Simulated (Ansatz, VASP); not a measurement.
# Cross-check of KTaO3 between VASP and Ansatz, part 3 of 3

One calculation is typed for both programs; each brings its own data sets. How far apart do they land? The cell is taken from a series of runs on this material, whose earlier steps may have relaxed, scaled, displaced or heated it; both programs get it as it stands.

VASP 6.6.1 and Ansatz 0.2.0.

So far: Set-up; VASP: zone-centre phonons, LDA.

## 3. Ansatz: zone-centre phonons, LDA

Level of this step: Ansatz beside VASP: Kohn-Sham DFT, plane waves, LDA (Ansatz).

Ansatz runs on its PAW soft_1 files.

The same cell, functional (in two slightly different forms) and mesh now go to Ansatz, which takes its cutoff from its data sets.

input.yaml reads:

```yaml
crystal:
  lattice:
    - [3.8706938454, 0.0, 0.0]
    - [0.0, 3.8706938454, 0.0]
    - [0.0, 0.0, 3.8706938454]
  atoms:
    - { symbol: O, position: [0.5, 0.0, 0.0] }
    - { symbol: O, position: [0.0, 0.5, 0.0] }
    - { symbol: O, position: [0.0, 0.0, 0.5] }
    - { symbol: K, position: [0.5, 0.5, 0.5] }
    - { symbol: Ta, position: [0.0, 0.0, 0.0] }
kpoints:
  mp_grid: { grid: [8, 8, 8] }
hamiltonian:
  xc: lda
  pseudopotentials: { kind: paw, azcp: { folder: soft_1 }, xc_functional: pbe }
scf:
  occupations: { method: fixed }
output:
  eigenvalues: true
phonons:
  method: dfpt
  dielectric: true
  rigid_motions: translations
```

Command:

```
> ansatz run input.yaml --threads 8 --pin off --max-ram 16384MiB --backend cpu --events-out ev --progress --plain --runs-dir out
```

Numbers of over 12 decimals in the logs are rounded to 6 here.

Output:

```text
Engine: ansatz 0.2.0, aarch64-unknown-linux-gnu
Pseudopotentials: kind: paw
Pseudopotential: O, paw, valence charge 6, recommended cutoff 420 eV (normal), soft_1/O.paw.azcp
Pseudopotential: K, paw, valence charge 9, recommended cutoff 420 eV (normal), soft_1/K.paw.azcp
Pseudopotential: Ta, paw, valence charge 13, recommended cutoff 420 eV (normal), soft_1/Ta.paw.azcp
Functional definition: SPW92
  exchange = slater_x
  correlation = pw_c
Crystal: 5 atoms, lattice volume = 57.992 Å³
Basis set: ecut = 420 eV, 1141 PW (Γ), exchange–correlation on 54×54×54 points (8 copies of the dense FFT grid, shifted against one another)
Bands: 25, of which v1, the nominal top of the filled ones, is band 20 counted from 1 (19 counted from 0)
Symmetry: 48 space group operations
k-points: 170 of 512 (irreducible under 2 space group operations, time reversal used)
Non-local potential: O, projectors of the file, l = 0: 2, l = 1: 2, l = 2: 1
Non-local potential: K, projectors of the file, l = 0: 3, l = 1: 2, l = 2: 2
Non-local potential: Ta, projectors of the file, l = 0: 3, l = 1: 2, l = 2: 2, l = 3: 1
PAW form: soft (Blöchl's): semilocal exchange-correlation on the pseudo side does not see the compensation charge
PAW frozen core: O, regenerated for the run's functional, and the local potential with it (the file was generated under x = pbe(κ = 0.804, μ = 0.219515), c = pbe(β = 0.066725))
PAW frozen core: K, regenerated for the run's functional, and the local potential with it (the file was generated under x = pbe(κ = 0.804, μ = 0.219515), c = pbe(β = 0.066725))
PAW frozen core: Ta, regenerated for the run's functional, and the local potential with it (the file was generated under x = pbe(κ = 0.804, μ = 0.219515), c = pbe(β = 0.066725))
PAW one-centre angular grid: O, 110 points (default); XC on 64 Gauss nodes
PAW one-centre angular grid: K, 110 points (default); XC on 64 Gauss nodes
PAW one-centre angular grid: Ta, 590 points (default); XC on 64 Gauss nodes
Initial density: superposition of atomic densities (chi_scale 0.1, normalization cell, long waves kept (reshape's long-wave potential 0.00 eV rms))
Initial wavefunctions: pseudopotential atomic-orbital guess
Functional: x = slater, c = lda
SCF iter   1: F=—  HF=-12852.112998 eV  |F-HF|=—  |Δ(HF+E_count)|=         —  Δρ=5.78e-2  dr2=1.60e0  ethr=3.10e-3  ⟨swp⟩=4.4  Hψ=18161  notcnv=0  defer=442
preconditioner: auto → Resta (q_TF=auto, 2.565 Å⁻¹)  ε∞=4.5  [insulator: Δε(μ)=2.629 eV  Ē_g=14.208 eV  n_scr=18 (ndim 8)  ℏωp=26.7 eV  f_vac=0.000  ε∞_Penn≈4.5]
SCF iter   2: F=—  HF=-12851.765300 eV  |F-HF|=—  |Δ(HF+E_count)|=   3.48e-1  Δρ=2.99e-2  dr2=4.05e-1  ethr=3.10e-3  ⟨swp⟩=2.0  Hψ=7921  notcnv=0  defer=400
SCF iter   3: F=—  HF=-12851.663155 eV  |F-HF|=—  |Δ(HF+E_count)|=   1.02e-1  Δρ=9.60e-3  dr2=4.50e-2  ethr=1.01e-3  ⟨swp⟩=2.0  Hψ=7243  notcnv=0  defer=415
SCF iter   4: F=—  HF=-12851.654144 eV  |F-HF|=—  |Δ(HF+E_count)|=   9.01e-3  Δρ=3.54e-3  dr2=5.44e-3  ethr=1.12e-4  ⟨swp⟩=2.1  Hψ=7011  notcnv=0  defer=475
SCF iter   5: F=—  HF=-12851.653016 eV  |F-HF|=—  |Δ(HF+E_count)|=   1.13e-3  Δρ=7.03e-4  dr2=2.78e-4  ethr=1.36e-5  ⟨swp⟩=2.0  Hψ=5970  notcnv=0  defer=490
SCF iter   6: F=—  HF=-12851.652972 eV  |F-HF|=—  |Δ(HF+E_count)|=   4.43e-5  Δρ=8.87e-5  dr2=4.73e-6  ethr=6.95e-7  ⟨swp⟩=2.1  Hψ=5775  notcnv=0  defer=374
SCF iter   7: F=—  HF=-12851.652970 eV  |F-HF|=—  |Δ(HF+E_count)|=   1.57e-6  Δρ=1.06e-5  dr2=4.57e-8  ethr=1.18e-8  ⟨swp⟩=2.0  Hψ=6235  notcnv=0  defer=306
SCF iter   8: F=—  HF=-12851.652970 eV  |F-HF|=—  |Δ(HF+E_count)|=   1.20e-7  Δρ=1.36e-6  dr2=7.51e-10  ethr=1.14e-10  ⟨swp⟩=2.5  Hψ=7463  notcnv=0  defer=263
SCF iter   9: F=-12851.652970 eV  HF=-12851.652970 eV  |F-HF|=1.09e-11  |Δ(HF+E_count)|=  2.00e-11  Δρ=1.89e-7  dr2=1.55e-11  ethr=1.00e-12  ⟨swp⟩=13.0  Hψ=27132  notcnv=0
SCF 1 converged in 9 iterations: F = -12851.652970 eV  dr2 = 1.55e-11
  greatest PAW one-centre occupation: 0.999 electrons in one spin orbital (limit 2), on the Ta atom at site 4 (counted from 0), in its partial waves of l = 0
DFPT response loops at Γ: preconditioner auto → none (the input reference at scf.mixing.eps_inf says where Resta's filter doesn't serve); β = 0.50; Broyden in place of MSR1
── the response to a field inside a basis, on 8×8×8 k-points: an SCF that follows is theirs, and a resumed run solves both again ──
Bands: 21, of which v1, the nominal top of the filled ones, is band 20 counted from 1 (19 counted from 0)
k-points: 20 of 512
Initial density: handed on by an earlier stage of this run
Initial wavefunctions: pseudopotential atomic-orbital guess (no wavefunctions were taken with the density)
Eigensolver: Dense (20 Hₖ)
SCF iter   1: F=—  HF=-12851.653088 eV  |F-HF|=—  |Δ(HF+E_count)|=         —  Δρ=4.74e-4  dr2=2.27e-5  ethr=1.00e-1
preconditioner: auto → Resta (q_TF=auto, 2.565 Å⁻¹)  ε∞=5.8  [insulator: Δε(μ)=2.571 eV  Ē_g=12.652 eV  n_scr=18 (ndim 8)  ℏωp=27.6 eV  f_vac=0.005  ε∞_Penn≈5.8]
SCF iter   2: F=—  HF=-12851.653082 eV  |F-HF|=—  |Δ(HF+E_count)|=   6.74e-6  Δρ=2.08e-4  dr2=6.49e-6  ethr=5.67e-8
SCF iter   3: F=—  HF=-12851.653080 eV  |F-HF|=—  |Δ(HF+E_count)|=   1.37e-6  Δρ=8.35e-5  dr2=7.08e-7  ethr=1.62e-8
SCF iter   4: F=-12851.653080 eV  HF=-12851.653080 eV  |F-HF|=1.34e-8  |Δ(HF+E_count)|=   1.82e-7  Δρ=5.07e-6  dr2=1.93e-8  ethr=1.77e-9
SCF 1 converged in 4 iterations: F = -12851.653080 eV  dr2 = 1.93e-8
DFPT response loops at Γ: mixed as the last ones told, above
SCF converged after 9 iterations
Free energy (F): -12851.652970 eV
Harris-Foulkes:  -12851.652970 eV  (|F-HF|=1.09e-11)
Internal energy: -12851.652970 eV  (E = F + TS)
E sigma→0 (E₀):  -12851.652970 eV
Fermi energy:    9.624609 eV
--- Per-component energies (eV) ---
  E_band       = -214.817747
  E_kinetic    = 1156.850333
  E_local      = -2109.117486  (includes V_loc(G=0)·N_el)
  E_nonlocal   = 176.371874
  E_hartree    = 754.057686
  E_xc         = -665.376404
  E_vxc        = -672.772643  (∫ρ·V_xc dr)
  E_paw        = -9258.188615  (= ΣΔE_a)
  E_vpaw       = -274.267848  (= ΣTr[D̂ρ^β])
  E_aug_tail   = 0.002544  (compensation charges beyond the density's cutoff)
  E_ewald      = -2907.060163
  E_core_change = 0.807262  (= ΣΔE_core)
  E_smearing   = -0.000000  (= −TS)
  E_closure    = 0.000000  (closes the sum)
  Σ components = -12851.652970   (vs F -12851.652970, Δ=0.00e0)
--- Band table (eV; the first three rows and the last of 170) ---
  k-point 0: bands = [... 16 lower, 8.4014, 9.0642, 9.0642, 9.0642, 11.8833, 11.8833, 11.8833, 16.7398, ... 1 higher]
  k-point 1: bands = [... 16 lower, 8.3089, 8.5294, 8.9755, 8.9755, 11.9127, 12.4424, 12.4424, 17.0438, ... 1 higher]
  k-point 2: bands = [... 16 lower, 7.8071, 8.0970, 8.8861, 8.8861, 11.9858, 13.6090, 13.6090, 17.5881, ... 1 higher]
  k-point 169: bands = [... 16 lower, 5.4252, 9.6246, 9.6246, 9.6246, 16.9009, 16.9009, 16.9009, 18.6140, ... 1 higher]
--- Phonons (Γ-DFPT): 4 representative perturbations + reference, on 170 of 512 k-points (Σ response iterations 12) ---
  k mesh reduced under 2 symmetry operations, with k and −k counted as one. Each operation leaves every solved perturbation unchanged. A smaller set is not considered because the run solves the response to a homogeneous field
  ASR residual: 1.459e-4 → 0.000e0 eV/Å²; symmetrization residual: 4.012e-6 eV/Å²
  ASR residual per site (eV/Å²): 1.46e-4 1.46e-4 1.46e-4 1.25e-5 7.99e-5
  Γ frequencies (cm⁻¹): 0.00 0.00 0.00 128.91 128.91 128.91 207.71 207.71 207.71 219.12 219.12 219.12 654.47 654.47 654.47
  ε∞ (high-frequency dielectric tensor):
        5.332740     0.000000     0.000000
        0.000000     5.332740     0.000000
        0.000000     0.000000     5.332740
  ε⁰ (static dielectric tensor: ions relaxed, cell fixed):
       81.518428     0.000000    -0.000000
        0.000000    81.518428     0.000000
       -0.000000     0.000000    81.518428
  ε⁰ − ε∞ (ionic part):
       76.185688     0.000000    -0.000000
        0.000000    76.185688     0.000000
       -0.000000     0.000000    76.185688
  softest optical mode at Γ: 128.91 cm⁻¹; the repairs (sum rule, projections) moved no ω² at Γ by more than (1.87 cm⁻¹)²
  Born effective charges Z* (e; rows j = field, columns β = displacement):
    site 0:
        -6.41363   -0.00000    0.00000
        -0.00000   -1.70469    0.00000
         0.00000    0.00000   -1.70469
    site 1:
        -1.70469    0.00000   -0.00000
         0.00000   -6.41363    0.00000
         0.00000    0.00000   -1.70469
    site 2:
        -1.70469    0.00000    0.00000
        -0.00000   -1.70469    0.00000
         0.00000    0.00000   -6.41363
    site 3:
         1.16009   -0.00000    0.00000
        -0.00000    1.16009    0.00000
         0.00000    0.00000    1.16009
    site 4:
         8.66291   -0.00000    0.00000
        -0.00000    8.66291    0.00000
         0.00000   -0.00000    8.66291
  Z* charge neutrality: 2.081e-3 e pre-enforcement
  solved inside a basis spanned on kpoints, on 8×8×8 k-points, its susceptibility summed on 12×12×12: ε∞ is read to err by 1.4e-2, Z* by 3.9e-2 e (field_mesh: kpoints solves on kpoints); Z* is corrected for what the basis lacks
  optical modes at Γ without the LO–TO term, one row a degenerate level:
      ω (cm⁻¹)  modes    IR ((D/Å)²/amu)
[...]
optical modes at Γ + LO–TO along q̂ = [1.0000, 0.0000, 0.0000]:
      ω (cm⁻¹)  modes    IR ((D/Å)²/amu)
[...]
optical modes at Γ + LO–TO along q̂ = [0.0000, 1.0000, 0.0000]:
      ω (cm⁻¹)  modes    IR ((D/Å)²/amu)
[...]
915.37      1            70.5171
  optical modes at Γ + LO–TO along q̂ = [0.0000, 0.0000, 1.0000]:
      ω (cm⁻¹)  modes    IR ((D/Å)²/amu)
        128.91      2            59.8722
        192.25      1             0.0778
        207.71      2            15.1273
        219.12      3             0.0000
        389.34      1             7.4652
        654.47      2            81.1206
        915.37      1            70.5171
```

## 4. Side by side

Known differences besides the potentials themselves: the two LDA forms differ slightly; fixed occupations in Ansatz, narrow Gaussian smearing in VASP; VASP's response is taken on the typed mesh, Ansatz refines its own for the field response alone; the data sets hold 40 valence electrons in Ansatz (on its PAW soft_1 files) and 38 in VASP; the cutoff is 420 eV in Ansatz and 600 eV in VASP; VASP's log shows a relativistic correction to its local exchange, Ansatz's none. Total energies have different zeros and are not compared.

Both answers:

```csv
quantity,Ansatz,VASP,difference
ε∞ xx,5.33,5.42,-1.65 %
ε∞ yy,5.33,5.42,-1.65 %
ε∞ zz,5.33,5.42,-1.65 %
Born charge of O1 (mean of the diagonal) (e),-3.27,-3.30,+0.02
Born charge of K4 (mean of the diagonal) (e),1.16,1.16,0.00
Born charge of Ta5 (mean of the diagonal) (e),8.66,8.73,-0.07
optical mode 1 to 3 (cm⁻¹),128.9,130.1,-0.91 %
optical mode 4 to 6 (cm⁻¹),207.7,212.0,-2.04 %
optical mode 7 to 9 (cm⁻¹),219.1,213.3,+2.73 %
optical mode 10 to 12 (cm⁻¹),654.5,667.7,-1.99 %
```

Modes are paired by rising frequency, not by their patterns, so a pair may set unlike modes beside each other; they are those without the splitting of longitudinal modes.

## 5. Summary of results

| Item | Value |
| --- | --- |
| r.m.s. difference of the optical zone-centre modes, each program's sorted by frequency (zone-centre phonons, LDA) | 7.6 cm⁻¹ |
| difference in optical mode 7 to 9 (zone-centre phonons, LDA) | +2.7 % |

What this shows: The r.m.s. difference of the optical zone-centre modes, each program's sorted by frequency is 7.6 cm⁻¹ (zone-centre phonons, LDA). The data sets hold unlike numbers of valence electrons (40 in Ansatz and 38 in VASP), so part of the differences comes from the potentials. Among the rows given in per cent, the largest difference of the zone-centre phonons, LDA pair is in optical mode 7 to 9, +2.7 %. Such differences can come from data sets, numerical settings and the points named under the comparisons, not from the functional's error against experiment.

[Lines on the potential files, build, host, timing and source positions are cut from VASP's logs without a mark.]

[Logs are printed without paths, hosts, clocks, repeated set-up lines and the standing remarks that a program may print on its own settings, such as how far it seeks lower states.]

[Hosts, paths, dates, database ids (printed as entryN), source tags and the programs' standing remarks are cut or masked in the printed files.]
